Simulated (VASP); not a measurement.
# ZrAl3B3N (R3m) in VASP: further runs

The runs below take ZrAl3B3N through relaxation of cell and atoms, single point, with PBE, r2SCAN.

Everything below comes from runs of VASP 6.6.1. Logs are shortened: lines on timing, memory, paths and dates and some standing lists are left out, and cuts for length are marked.

## Step 1: The crystal as given

Symmetry: R3m, No. 160, trigonal system. The conventional cell has a = 6.440 Å, b = 6.440 Å, c = 9.243 Å, α = 90.00°, β = 90.00°, γ = 120.00°. Around Zr (site symmetry 3m) lie 1 N at 2.03 Å. Al (site symmetry m) is surrounded by 1 N at 1.93 Å and 3 B at 2.11 to 2.14 Å. B (site symmetry m) is surrounded by 2 B at 1.79 Å. N (site symmetry 3m) has 3 Al at 1.93 Å and 1 Zr at 2.03 Å as nearest neighbours.

The cell was built by a generator and needn't be a form met in nature.

## Step 2: Relaxation of cell and atoms, PBE

Contents of INCAR:

```
SYSTEM = ZrAl3B3N
PREC     = Accurate       ! precision mode
ENCUT    = 520            ! plane-wave cutoff, eV
EDIFF    = 1E-6           ! SCF threshold, eV
ISMEAR   = 0              ! smearing method
SIGMA    = 0.1            ! smearing width, eV
LREAL    = .False.        ! projectors in reciprocal space
LASPH    = .True.         ! aspherical terms in the spheres
NELM     = 120            ! most SCF steps
ALGO     = Normal         ! electronic algorithm
ISIF     = 3              ! what is computed and relaxed
LWAVE    = .False.        ! write WAVECAR
LCHARG   = .False.        ! write CHGCAR
GGA      = PE             ! functional
IBRION   = 2              ! ionic algorithm
NSW      = 90             ! ionic steps
EDIFFG   = -0.01          ! ionic threshold
KPAR     = 4
```

Contents of KPOINTS:

```
regular mesh
0
Gamma
  6 6 6
  0 0 0
```

Contents of POSCAR:

```
ZrAl3B3N
1.0
    3.2199559200      1.8590424200      3.0810000000
   -3.2199559200      1.8590424200      3.0810000000
    0.0000000000     -3.7180848300      3.0810000000
Zr Al B N
1 3 3 1
Direct
    0.0109271900      0.0109271900      0.0109271900
    0.4911008100      0.4911008100      0.0629136100
    0.0629136100      0.4911008100      0.4911008100
    0.4911008100      0.0629136100      0.4911008100
    0.6636763100      0.6636763100      0.3863766900
    0.3863766900      0.6636763100      0.6636763100
    0.6636763100      0.3863766900      0.6636763100
    0.2302282800      0.2302282800      0.2302282800
```

Potentials or basis: VASP PAW PBE potentials, release 64 (Zr_sv, Al, B, N).

Run with:

```bash
cat potpaw_PBE.64/Zr_sv/POTCAR potpaw_PBE.64/Al/POTCAR potpaw_PBE.64/B/POTCAR potpaw_PBE.64/N/POTCAR > POTCAR
mpirun -np 4 vasp_std > vasp.out
```

OUTCAR:

```text
SYSTEM = ZrAl3B3N
   PREC = Accurate
   ENCUT = 520
   EDIFF = 1E-6
   ISMEAR = 0
   LREAL = .False.
   LASPH = .True.
   NELM = 120
   ISIF = 3
   GGA = PE
   IBRION = 2
   NSW = 90
   EDIFFG = -0.01

 ion  position               nearest neighbor table
   1  0.011  0.011  0.011-   8 2.03   7 2.86   6 2.86   5 2.86   3 3.23   4 3.23   3 3.23   4 3.23
                             2 3.23   2 3.23   3 3.50   4 3.50   2 3.50
   2  0.491  0.491  0.063-   8 1.93   7 2.11   6 2.11   5 2.14   3 2.76   4 2.76   1 3.23   1 3.23
                             1 3.50
   3  0.063  0.491  0.491-   8 1.93   5 2.11   7 2.11   6 2.14   2 2.76   4 2.76   1 3.23   1 3.23
                             1 3.50
   4  0.491  0.063  0.491-   8 1.93   5 2.11   6 2.11   7 2.14   2 2.76   3 2.76   1 3.23   1 3.23
                             1 3.50
   5  0.664  0.664  0.386-   6 1.79   7 1.79   3 2.11   4 2.11   2 2.14   1 2.86
   6  0.386  0.664  0.664-   5 1.79   7 1.79   2 2.11   4 2.11   3 2.14   1 2.86
   7  0.664  0.386  0.664-   5 1.79   6 1.79   2 2.11   3 2.11   4 2.14   1 2.86
   8  0.230  0.230  0.230-   3 1.93   4 1.93   2 1.93   1 2.03

  LATTYP: Found a trigonal (rhomboedric) cell.
 ALAT       =     4.8287385357
 COS(alpha) =     0.1106709714

  Lattice vectors:

 A1 = (   3.2199559200,   1.8590424200,   3.0810000000)
 A2 = (  -3.2199559200,   1.8590424200,   3.0810000000)
 A3 = (   0.0000000000,  -3.7180848300,   3.0810000000)

Analysis of symmetry for initial positions (statically):
=====================================================================
 Subroutine PRICEL returns:
 Original cell was already a primitive cell.

 Routine SETGRP: Setting up the symmetry group for a
 trigonal (rhombohedral) supercell.

 Subroutine GETGRP returns: Found  6 space group operations
 (whereof  6 operations were pure point group operations)
 out of a pool of 12 trial point group operations.

The static configuration has the point symmetry C_3v.

Analysis of symmetry for dynamics (positions and initial velocities):
=====================================================================
 Subroutine PRICEL returns:
 Original cell was already a primitive cell.

 Routine SETGRP: Setting up the symmetry group for a
 trigonal (rhombohedral) supercell.

 Subroutine GETGRP returns: Found  6 space group operations
 (whereof  6 operations were pure point group operations)
 out of a pool of 12 trial point group operations.

The dynamic configuration has the point symmetry C_3v.

 Subroutine INISYM returns: Found  6 space group operations
 (whereof  6 operations are pure point group operations),
[... 127 lines left out ...]
     AMIX     =   0.40;   BMIX     =  1.00
     AMIX_MAG =   1.60;   BMIX_MAG =  1.00
  volume/ion in A,a.u.               =      13.83        93.34
  Fermi-wavevector in a.u.,A,eV,Ry     =   1.115416  2.107830 16.927721  1.244152
  Thomas-Fermi vector in A             =   2.252020
   LORBIT       =      0    0 simple, 1 ext, 2 COOP (PROOUT), +10 PAW based schemes
   GGA     = PE    functional components
   LHFCALC =     F    Hartree Fock is set to
   AEXX    =    0.0000 exact exchange contribution
   IVDW    =     0    specifies the selected vdW correction
   LEPSILON=     F    determine dielectric tensor
   LRPA    =     F    only Hartree local field effects (RPA)
 conjugate gradient relaxation of ions
 non-spin polarized calculation
 Gauss-broadening in eV      SIGMA  =   0.10
  energy-cutoff  :      520.00
  volume of cell :      110.66
 maximum number of plane-waves:      3000
   NGX = 17   NGY = 17   NGZ = 17

--------------------------------------- Ionic step        1  -------------------------------------------

 number of electron      35.0000003 magnetization

 Free energy of the ion-electron system (eV)
  ---------------------------------------------------
  ext. energy  EPLUGINS =         0.00000000
  ---------------------------------------------------
  free energy    TOTEN  =       -48.42349539 eV

  energy without entropy =      -48.40327999  energy(sigma->0) =      -48.41338769

------------------------ aborting loop because EDIFF is reached ----------------------------------------

  FORCE on cell =-STRESS in cart. coord.  units (eV):
  Direction    XX          YY          ZZ          XY          YZ          ZX
  --------------------------------------------------------------------------------------
  -------------------------------------------------------------------------------------
  Total       -0.1980315     -0.1980315      0.6211154      0.0000000      0.0000000      0.0000000
  in kB       -2.8672308     -2.8672308      8.9929193      0.0000000      0.0000000      0.0000000
  external PRESSURE =       1.0861526 kB  Pullay stress =       0.0000000 kB
[... 107 lines left out ...]
  FREE ENERGIE OF THE ION-ELECTRON SYSTEM (eV)
  ---------------------------------------------------
  free  energy   TOTEN  =       -48.4252263744 eV

  energy  without entropy=      -48.4046693630  energy(sigma->0) =      -48.41494787

[... ionic steps 4 to 13 ...]

--------------------------------------- Ionic step       14  -------------------------------------------

 number of electron      35.0000001 magnetization

------------------------ aborting loop because EDIFF is reached ----------------------------------------
[... 79 lines left out ...]
--------------------------------------- Ionic step       16  -------------------------------------------

 number of electron      35.0000001 magnetization

 Free energy of the ion-electron system (eV)
  ---------------------------------------------------
  ext. energy  EPLUGINS =         0.00000000
  ---------------------------------------------------
  free energy    TOTEN  =       -48.42674181 eV

  energy without entropy =      -48.40538786  energy(sigma->0) =      -48.41606484

 E-fermi :   6.6723     XC(G=0): -10.2845

 val. band max:        6.6557808000   @ k =  -0.1667   0.1667   0.1667
 cond. band min:       6.6815322519   @ k =   0.3333   0.0000   0.0000
 fundamental gap:      0.0257514519
 Fermi energy:         6.6723067903

 k-point     1 :       0.0000    0.0000    0.0000
  band No.  band energies     occupation
      1     -43.2051      2.00000
      2     -21.3936      2.00000
      3     -21.1491      2.00000
      4     -21.1491      2.00000
      5      -8.7361      2.00000
      6      -4.9156      2.00000
[... 589 lines left out ...]
     21       8.4775      0.00000
     22       9.3333      0.00000

 [... further k-points ...]
[... 5 lines left out ...]
  --------------------------------------------------------------------------------------
  -------------------------------------------------------------------------------------
  Total        0.0147647      0.0147647      0.0288979      0.0000000      0.0000000      0.0000000
  in kB        0.2137271      0.2137271      0.4183134      0.0000000      0.0000000      0.0000000
  external PRESSURE =       0.2819225 kB  Pullay stress =       0.0000000 kB
[... 23 lines left out ...]
  FREE ENERGIE OF THE ION-ELECTRON SYSTEM (eV)
  ---------------------------------------------------
  free  energy   TOTEN  =       -48.4267418085 eV

  energy  without entropy=      -48.4053878634  energy(sigma->0) =      -48.41606484

 reached required accuracy - stopping structural energy minimisation
```

CONTCAR:

```text
ZrAl3B3N
   1.00000000000000
     3.2074198056603258    1.8518046910312815    3.1057986772396458
    -3.2074198056603258    1.8518046910312815    3.1057986772396458
     0.0000000000000000   -3.7036093720212575    3.1057986771912494
  Zr              Al              B               N
     1     3     3     1
Direct
     0.0130331243147945    0.0130331243147945    0.0130331243147907
     0.4915724063294700    0.4915724063294700    0.0620301375605286
     0.0620301375605307    0.4915724063294718    0.4915724063294711
     0.4915724063294718    0.0620301375605307    0.4915724063294711
     0.6632760588206362    0.6632760588206362    0.3839389119876593
     0.3839389119876582    0.6632760588206386    0.6632760588206401
     0.6632760588206386    0.3839389119876582    0.6632760588206401
     0.2313009058367937    0.2313009058367937    0.2313009058367926

  0.00000000E+00  0.00000000E+00  0.00000000E+00
  0.00000000E+00  0.00000000E+00  0.00000000E+00
  0.00000000E+00  0.00000000E+00  0.00000000E+00
  0.00000000E+00  0.00000000E+00  0.00000000E+00
  0.00000000E+00  0.00000000E+00  0.00000000E+00
  0.00000000E+00  0.00000000E+00  0.00000000E+00
  0.00000000E+00  0.00000000E+00  0.00000000E+00
  0.00000000E+00  0.00000000E+00  0.00000000E+00
```

Run time: 4 min. Hardware: 4 MPI ranks of Intel Xeon Platinum 8375C at 2.90GHz (Ice Lake), shared host; peak memory 0.26 GiB.

What came out:

| Item | Value |
| --- | --- |
| Free energy | -48.4267 eV |
| Relaxed volume | 13.84 Å³/atom |
| Relaxed cell | a = 4.833 Å, b = 4.833 Å, c = 4.833 Å, α = 83.15°, β = 83.15°, γ = 83.15° |
| Space group after relaxing (to 0.05 Å) | R3m (No. 160) |
| Energy gained by relaxing | 0.4 meV/atom |
| Ionic steps | 16 |
| Pressure after relaxing | 0.0 GPa |
| Largest force after relaxing | 0.003 eV/Å |
| Band gap on the k mesh | none (metal or under the smearing width) |

Forces on the atoms (eV/Å):
```
Zr   0.000  0.000 -0.003
Al   0.000  0.001 -0.001
Al  -0.001  0.000 -0.001
Al   0.001  0.000 -0.001
B    0.000  0.000  0.001
B    0.000  0.000  0.001
B    0.000  0.000  0.001
N    0.000  0.000  0.002
```

The path:
| step | energy change (eV) | largest force (eV/Å) | pressure (GPa) | volume (Å³) |
| --- | --- | --- | --- | --- |
| 1 | 0.0000 | 0.0814 | 0.11 | 110.66 |
| 2 | -0.0016 | 0.0856 | -0.27 | 110.81 |
| 3 | -0.0017 | 0.0578 | -0.21 | 110.78 |
| 4 | -0.0024 | 0.0268 | 0.03 | 110.54 |
| 5 | -0.0024 | 0.0249 | 0.08 | 110.48 |
| 6 | -0.0026 | 0.0213 | 0.00 | 110.54 |
| 7 | -0.0026 | 0.0307 | -0.05 | 110.58 |
| 8 | -0.0028 | 0.0302 | -0.03 | 110.57 |
| 9 | -0.0029 | 0.0388 | 0.04 | 110.53 |
| 10 | -0.0030 | 0.0315 | 0.05 | 110.55 |
| 11 | -0.0032 | 0.0102 | 0.09 | 110.60 |
| 12 | -0.0032 | 0.0114 | -0.01 | 110.72 |
| 13 | -0.0032 | 0.0118 | -0.03 | 110.74 |
| 14 | -0.0032 | 0.0107 | -0.04 | 110.72 |
| 15 | -0.0032 | 0.0112 | -0.03 | 110.72 |
| 16 | -0.0032 | 0.0030 | 0.03 | 110.68 |

Final structure:
```
CELL_PARAMETERS angstrom
3.20742 1.85180 3.10580
-3.20742 1.85180 3.10580
0.00000 -3.70361 3.10580
ATOMIC_POSITIONS crystal
Zr 0.01303 0.01303 0.01303
Al 0.49157 0.49157 0.06203
Al 0.06203 0.49157 0.49157
Al 0.49157 0.06203 0.49157
B 0.66328 0.66328 0.38394
B 0.38394 0.66328 0.66328
B 0.66328 0.38394 0.66328
N 0.23130 0.23130 0.23130
```

## Step 3: Relaxation of cell and atoms, PBE

INCAR, as its differences from that of step 2:

```diff
@@ -3,3 +3,3 @@
 ENCUT    = 520            ! plane-wave cutoff, eV
-EDIFF    = 1E-6           ! SCF threshold, eV
+EDIFF    = 1E-7           ! SCF threshold, eV
 ISMEAR   = 0              ! smearing method
@@ -15,4 +15,5 @@
 IBRION   = 2              ! ionic algorithm
-NSW      = 90             ! ionic steps
-EDIFFG   = -0.01          ! ionic threshold
+NSW      = 60             ! ionic steps
+EDIFFG   = -0.005         ! ionic threshold
+POTIM    = 0.3            ! step
 KPAR     = 4
```

KPOINTS is that of step 2.

Contents of POSCAR:

```
ZrAl3B3N                                
1.0
    3.2074198057      1.8518046910      3.1057986772
   -3.2074198057      1.8518046910      3.1057986772
    0.0000000000     -3.7036093720      3.1057986772
  Zr              Al              B               N             
     1     3     3     1
Direct
     0.0130331243147945    0.0130331243147945    0.0130331243147907
     0.4915724063294700    0.4915724063294700    0.0620301375605286
     0.0620301375605307    0.4915724063294718    0.4915724063294711
     0.4915724063294718    0.0620301375605307    0.4915724063294711
     0.6632760588206362    0.6632760588206362    0.3839389119876593
     0.3839389119876582    0.6632760588206386    0.6632760588206401
     0.6632760588206386    0.3839389119876582    0.6632760588206401
     0.2313009058367937    0.2313009058367937    0.2313009058367926
```

Potentials or basis: VASP PAW PBE potentials, release 64 (Zr_sv, Al, B, N).

Run with:

```bash
cat potpaw_PBE.64/Zr_sv/POTCAR potpaw_PBE.64/Al/POTCAR potpaw_PBE.64/B/POTCAR potpaw_PBE.64/N/POTCAR > POTCAR
mpirun -np 4 vasp_std > vasp.out
```

It took 44 s on 4 MPI ranks of Intel Xeon Platinum 8375C at 2.90GHz (Ice Lake), shared host; peak memory 0.26 GiB.

It converged, with:

* Free energy: -48.4268 eV
* Pressure after relaxing: 0.0 GPa
* Band gap on the k mesh: none (metal or under the smearing width)

Forces in eV/Å, atoms in the order of the input:
```
Zr   0.000  0.000 -0.003
Al   0.000  0.000 -0.001
Al   0.000  0.000 -0.001
Al   0.000  0.000 -0.001
B    0.000  0.000  0.001
B    0.000  0.000  0.001
B    0.000  0.000  0.001
N    0.000  0.000  0.002
```

Final structure:
```yaml
crystal:
  lattice:
    - [3.20742, 1.85180, 3.10580]
    - [-3.20742, 1.85180, 3.10580]
    - [0.00000, -3.70361, 3.10580]
  atoms:
    - { symbol: Zr, position: [0.01303, 0.01303, 0.01303] }
    - { symbol: Al, position: [0.49157, 0.49157, 0.06203] }
    - { symbol: Al, position: [0.06203, 0.49157, 0.49157] }
    - { symbol: Al, position: [0.49157, 0.06203, 0.49157] }
    - { symbol: B, position: [0.66328, 0.66328, 0.38394] }
    - { symbol: B, position: [0.38394, 0.66328, 0.66328] }
    - { symbol: B, position: [0.66328, 0.38394, 0.66328] }
    - { symbol: N, position: [0.23130, 0.23130, 0.23130] }
```

Levels at points of the mesh, in eV from the Fermi level:
| k point | band 14 | band 15 | band 16 | band 17 | band 18 | band 19 | band 20 | band 21 |
| --- | --- | --- | --- | --- | --- | --- | --- | --- |
| (0.00, 0.00, 0.00) | -2.55 | -2.55 | -1.33 | -1.33 | 0.21 | 0.21 | 1.27 | 1.27 |
| (0.50, 0.00, 0.00) | -2.89 | -2.34 | -2.26 | -0.66 | -0.55 | 0.34 | 1.09 | 1.61 |
| (0.50, 0.50, 0.00) | -2.92 | -2.20 | -1.74 | -0.34 | 0.47 | 0.58 | 1.66 | 1.90 |
| (0.50, 0.50, 0.50) | -2.10 | -2.10 | 0.10 | 0.10 | 0.72 | 0.72 | 1.41 | 1.84 |

Caveat: the relaxation stopped at its first step, so nothing moved.

(Part 1 of 2 ends here.)
